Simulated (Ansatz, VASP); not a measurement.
# Cross-check of Y between VASP and Ansatz, part 2 of 2

Aim: how closely do two programs agree when they are given the same cell, functional and k mesh? The cell is taken from a series of runs on this material, whose earlier steps may have relaxed, scaled, displaced or heated it; both programs get it as it stands.

VASP 6.6.1 and Ansatz 0.2.0.

So far: Set-up; VASP: zone-centre phonons, LDA, pair 1; Ansatz: zone-centre phonons, LDA, pair 1; Comparison.

## 5. VASP: zone-centre phonons, LDA, pair 2

Level of this step: LDA; plane waves and PAW (Y_sv) (VASP).

Second derivatives magnify differences that forces hide, and they need a tight electronic threshold. The cell compared in this pair holds 58.25 Å³, against 57.48 Å³ for the pair before.

Input file INCAR:

```
SYSTEM = Y
PREC = Accurate
ENCUT = 500
EDIFF = 1E-08
NELM = 120
ISMEAR = 1
SIGMA = 0.2
LREAL = .FALSE.
ALGO = Normal
GGA = CA
NBANDS = 17
LASPH = .TRUE.
LORBIT = 11
LWAVE = .FALSE.
LCHARG = .FALSE.
ISIF = 2
IBRION = 8
GGA_COMPAT = .FALSE.
KPAR = 2
```

Input file POSCAR:

```
Y
1.0
    3.4714867444      0.0000000000      0.0000000000
   -1.7357433722      3.0063957096      0.0000000000
    0.0000000000      0.0000000000      5.5815287472
Y
2
Direct
    0.3333333333      0.6666666667      0.2500000000
    0.6666666667      0.3333333333      0.7500000000
```

Input file KPOINTS:

```
Automatic mesh
0
Gamma
15 15 8
0 0 0
```

The projector-augmented-wave data sets are Y_sv (LDA family, release 64).

On the command line:

```bash
$ mpirun -np 2 vasp_std
```

Numbers of over 12 decimals in the logs are rounded to 6 here.

The program printed:

```text
[... set-up lines as in an earlier step ...]
 entering main loop
       N       E                     dE             d eps       ncg     rms          rms(c)
DAV:   1     0.870059430152E+02    0.87006E+02   -0.11272E+04  4590   0.121E+03
DAV:   2    -0.724064460378E+01   -0.94247E+02   -0.92911E+02  5755   0.266E+02
DAV:   3    -0.140647087012E+02   -0.68241E+01   -0.67854E+01  8076   0.438E+01
DAV:   4    -0.142248221369E+02   -0.16011E+00   -0.16001E+00  5492   0.688E+00
[...]
DAV:  12    -0.138825527587E+02    0.22569E-06   -0.46143E-06  5329   0.185E-02    0.986E-03
DAV:  13    -0.138825526906E+02    0.68045E-07   -0.23131E-07  6658   0.361E-03    0.114E-03
DAV:  14    -0.138825526932E+02   -0.25393E-08   -0.65015E-09  3793   0.578E-04
   1 F= -.13882553E+02 E0= -.13881518E+02  d E =-.310455E-02
 Linear response reoptimize wavefunctions to high precision
DAV:   1    -0.138825526937E+02   -0.56389E-09   -0.22844E-09  4366   0.396E-04
DAV:   2    -0.138825526938E+02   -0.34561E-10   -0.22654E-10  3257   0.118E-04
 Linear response DOF=           2
 Linear response progress:
[...]
RMM:  18    -0.245520848905E+00    0.13501E-06   -0.18768E-06 48038   0.970E-04    0.333E-04
RMM:  19    -0.245520854680E+00   -0.57748E-08   -0.12703E-06 47456   0.884E-04    0.360E-04
RMM:  20    -0.245520850792E+00    0.38886E-08   -0.69671E-07 47373   0.812E-04    0.382E-04
 first order change of Fermi-energy   0.14477E-04
 force on displaced ion       1 direction 1 :  -1.081   0.000   0.000
 Linear response progress:
  Degree of freedom:   2/  2
       N       E                     dE             d eps       ncg     rms          rms(c)
RMM:   1    -0.309386408241E+00   -0.30939E+00    0.41877E+00  7654   0.107E+01
RMM:   2    -0.300193874501E+00    0.91925E-02   -0.19990E-01 11326   0.195E+00    0.407E-01
RMM:   3    -0.302606963275E+00   -0.24131E-02   -0.13617E-02 12404   0.581E-01    0.162E-01
RMM:   4    -0.303365033674E+00   -0.75807E-03   -0.22272E-03 14800   0.224E-01    0.176E-02
[...]
RMM:  15    -0.303033569125E+00    0.93459E-06    0.36237E-06 15773   0.109E-03    0.365E-04
RMM:  16    -0.303033081112E+00    0.48801E-06    0.30956E-06 16115   0.954E-04    0.350E-04
RMM:  17    -0.303032897655E+00    0.18346E-06    0.26563E-06 16074   0.844E-04    0.359E-04
 first order change of Fermi-energy   0.23337E-04
 force on displaced ion       1 direction 3 :   0.000  -0.000  -3.106
 Linear response finished
```

Parts of OUTCAR (step 5):

```text
  Total        0.5486058      0.5486058     -0.0516131      0.0000000     -0.0000000      0.0000000
  in kB       15.0888510     15.0888510     -1.4195660      0.0000000     -0.0000000      0.0000000
  external PRESSURE =       9.5860453 kB  Pullay stress =       0.0000000 kB

 POSITION                                       TOTAL-FORCE (eV/Angst)
 -----------------------------------------------------------------------------------
     -0.00000      2.00426      1.39538        -0.000000      0.000000      0.000000
      1.73574      1.00213      4.18615         0.000000     -0.000000      0.000000
 -----------------------------------------------------------------------------------
    total drift:                               -0.000000      0.000000     -0.000000

[... 1 part as in an earlier step ...]

[... 1 further part left out ...]
```

## 6. Ansatz: zone-centre phonons, LDA, pair 2

The same cell, functional (in two slightly different forms), mesh and smearing now go to Ansatz, which takes its cutoff from its data sets.

The cell is taken from a series of runs on this material, whose earlier steps may have relaxed, scaled, displaced or heated it; both programs get it as it stands.

Input file input.yaml:

```yaml
crystal:
  lattice:
    - [3.4714867444, 0.0, 0.0]
    - [-1.7357433722, 3.0063957096, 0.0]
    - [0.0, 0.0, 5.5815287472]
  atoms:
    - { symbol: "Y", position: [0.3333333333, 0.6666666667, 0.25] }
    - { symbol: "Y", position: [0.6666666667, 0.3333333333, 0.75] }
kpoints:
  mp_grid: { grid: [15, 15, 8] }
hamiltonian:
  xc: lda
  pseudopotentials: { kind: paw, azcp: { folder: soft_1 }, xc_functional: pbe }
scf:
  occupations: { method: methfessel_paxton, width: 0.2 }
output:
  eigenvalues: true
phonons:
  method: dfpt
```

On the command line:

```bash
$ ansatz run input.yaml --threads 4 --pin off --max-ram 10240MiB --backend cpu --events-out ev --progress --plain --runs-dir out
```

The program printed:

```text
[...]
Crystal: 2 atoms, lattice volume = 58.253 Å³
Basis set: ecut = 420 eV, 1105 PW (Γ), exchange–correlation on 48×48×80 points (8 copies of the dense FFT grid, shifted against one another)
Bands: 15, of which v1, the nominal top of the filled ones, is band 11 counted from 1 (10 counted from 0)
Symmetry: 24 space group operations
k-points: 320 of 1800 (irreducible under 4 space group operations, time reversal used)
[...]
k-point 1: bands = [... 7 lower, -11.3608, 5.8531, 8.4227, 11.6111, 12.3438, 12.3438, 12.4037, 12.9546]
  k-point 2: bands = [... 7 lower, -11.3734, 6.1789, 8.2327, 11.3639, 12.1254, 12.2666, 12.2666, 12.7461]
  k-point 319: bands = [... 7 lower, -11.4972, 9.1509, 9.1509, 10.7243, 10.7243, 11.3643, 11.3643, 13.2414]
[...]
ASR residual: 2.856e-5 → 0.000e0 eV/Å²; symmetrization residual: 8.171e-14 eV/Å²
  ASR residual per site (eV/Å²): 2.86e-5 2.86e-5
  Γ frequencies (cm⁻¹): 0.00 0.00 0.00 81.24 81.24 139.00
[...]
[key lines of the parts left out:]
SCF converged after 8 iterations
Free energy (F): -7491.139027 eV
Fermi energy:    10.569868 eV
```

## 7. Side by side

Compared:

```tsv
quantity	Ansatz	VASP	difference
optical mode 1 to 2 (cm⁻¹)	81.2	81.3	-0.11 %
optical mode 3 (cm⁻¹)	139.0	137.8	+0.85 %
```

Modes are paired by rising frequency, not by their patterns, so a pair may set unlike modes beside each other; they are those without the splitting of longitudinal modes.

## 8. Outcome

| Item | Value |
| --- | --- |
| r.m.s. difference of the optical zone-centre modes, each program's sorted by frequency (zone-centre phonons, LDA, pair 1) | 0.73 cm⁻¹ |
| difference in optical mode 3 (zone-centre phonons, LDA, pair 1) | +1.0 % |
| r.m.s. difference of the optical zone-centre modes, each program's sorted by frequency (zone-centre phonons, LDA, pair 2) | 0.68 cm⁻¹ |
| difference in optical mode 3 (zone-centre phonons, LDA, pair 2) | +0.8 % |

What this shows: The r.m.s. difference of the optical zone-centre modes, each program's sorted by frequency is 0.73 cm⁻¹ (zone-centre phonons, LDA, pair 1). Among the rows given in per cent, the largest difference of the zone-centre phonons, LDA, pair 1 pair is in optical mode 3, +1.0 %. Among the rows given in per cent, the largest difference of the zone-centre phonons, LDA, pair 2 pair is in optical mode 3, +0.8 %. Such differences can come from data sets, numerical settings and the points named under the comparisons, not from the functional's error against experiment.

[Lines on the potential files, build, host, timing and source positions are cut from VASP's logs without a mark.]

[Logs are printed without paths, hosts, clocks, repeated set-up lines and the standing remarks that a program may print on its own settings, such as how far it seeks lower states.]

[Hosts, paths, dates, database ids (printed as entryN), source tags and the programs' standing remarks are cut or masked in the printed files.]
